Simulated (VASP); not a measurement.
TiMoSe4:

```xyz
6
Lattice="4.3223 0.0000 0.0000 -2.1611 3.7432 0.0000 0.0000 0.0000 8.9589" Properties=species:S:1:pos:R:3 pbc="T T T"
Ti    0.0000    0.0000    0.0000
Mo    0.0000    0.0000    4.4794
Se    0.0000    2.4955    2.8111
Se    0.0000    2.4955    6.1478
Se    2.1611    1.2477    6.1478
Se    2.1611    1.2477    2.8111
```

The cell was built by a generator and needn't be a form met in nature.

| Quantity | Value |
| --- | --- |
| Program | VASP 6.6.1 |
| Task | relaxation of cell and atoms |
| Functional | PBE |
| Potentials or basis | VASP PAW PBE potentials, release 64 (Ti_sv, Mo_sv, Se) |
| Cutoff | 520 eV |
| k mesh | 4 × 4 × 2 |
| Occupations | gaussian, width 0.15 eV |
| Spin | no spin polarisation |

At the start: pressure 0.3 GPa; volume 24.16 Å³/atom.

**Question.** Where does the relaxation end?

**Answer.** Over 16 steps the energy falls by 770.5 meV/atom and the volume is 18.59 Å³/atom (-23.1 %); space group P6/mmm (No. 191, to 0.05 Å).

Step by step:
```tsv
step	energy change (eV)	largest force (eV/Å)	pressure (GPa)	volume (Å³)
1	0.0000	0.4160	0.30	144.95
2	-1.2020	0.2108	-3.97	144.99
3	-2.0410	2.3613	-4.78	139.82
4	-1.9628	0.5396	-5.97	143.72
5	-2.2303	1.2325	-6.63	142.09
6	-2.6600	3.4203	1.81	122.96
7	-2.7032	2.8721	-0.39	126.47
8	-3.5001	2.4274	1.54	117.79
9	-3.3810	0.2188	23.97	93.82
10	-3.8989	2.1381	8.90	106.41
11	-3.9092	1.7532	12.66	102.29
12	-4.5058	0.4935	1.96	109.11
13	-4.5560	0.1658	2.97	108.24
14	-4.5573	0.2284	2.69	108.47
15	-4.6191	0.0498	0.54	110.85
16	-4.6229	0.0106	0.21	111.52
```

Final structure:
```
CELL_PARAMETERS angstrom
4.65269 0.00000 0.00000
-2.32634 4.02935 0.00000
0.00000 0.00000 5.94845
ATOMIC_POSITIONS crystal
Ti 0.00000 0.00000 0.00000
Mo 0.00000 0.00000 0.50000
Se 0.33333 0.66667 0.25850
Se 0.33333 0.66667 0.74150
Se 0.66667 0.33333 0.74150
Se 0.66667 0.33333 0.25850
```

Caveat: the k mesh is coarse (spacing up to 0.42 Å⁻¹), so the values aren't converged; the volume moved by over 15 % at a fixed basis, so the end points are rough; the relaxation stopped at a loose force limit of 0.08 eV/Å, so its end isn't a converged minimum.
